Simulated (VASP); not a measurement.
A VASP calculation is set up with these files.

### POSCAR
```
NaH
1
    0.0000000000     2.3842720000     2.3842720000
    2.3842720000     0.0000000000     2.3842720000
    2.3842720000     2.3842720000     0.0000000000
Na H
1 1
Direct
  0.0000000000   0.0000000000   0.0000000000
  0.5000000000   0.5000000000   0.5000000000
```

### INCAR
```
SYSTEM = NaH
PREC = Accurate; ENCUT = 270; LREAL = .FALSE.
LASPH = .TRUE.
EDIFF = 1E-6; NELM = 100; ALGO = Normal
ISMEAR = 0; SIGMA = 0.02
GGA = PE
ISIF = 2
LWAVE = .FALSE.; LCHARG = .FALSE.
```

**KPOINTS**
```
Regular mesh
0
G
10 10 10
```

POTCAR, in this order: Na_pv H (PBE.64 set). Program: vasp_std.

Task: Write an equivalent input for Quantum ESPRESSO's pw.x.

Result: One equivalent input (not run):
```
&CONTROL
  calculation = 'scf'
  pseudo_dir = './pseudo'
  outdir = './out'
  tprnfor = .true.
  tstress = .true.
/
&SYSTEM
  ibrav = 0
  nat = 2
  ntyp = 2
  ecutwfc = 88
  occupations = 'smearing'
  smearing = 'gaussian'
  degauss = 0.00147
  input_dft = 'pbe'
/
&ELECTRONS
  conv_thr = 7.3e-08
  electron_maxstep = 100
/
ATOMIC_SPECIES
  Na 22.990 Na.upf
  H 1.008 H.upf
CELL_PARAMETERS angstrom
     0.0000000    2.3842720    2.3842720
     2.3842720    0.0000000    2.3842720
     2.3842720    2.3842720    0.0000000
ATOMIC_POSITIONS crystal
  Na   0.0000000  0.0000000  0.0000000
  H    0.5000000  0.5000000  0.5000000
K_POINTS automatic
  10 10 10 0 0 0
```
The two are equivalent in intent, not identical: the potentials are each code's own (VASP's PAW set, PseudoDojo norm-conserving files in pw.x), so ENCUT and ecutwfc are chosen apart and not converted; conv_thr bounds pw.x's estimated SCF error, while EDIFF bounds the energy change between steps.

The structure comes from a computed database's NaH entry; how it stands against other phases isn't given here. The cell was not relaxed at this level. The run is one of a series of settings (ENCUT = 270 against the base run), some of them coarse on purpose.
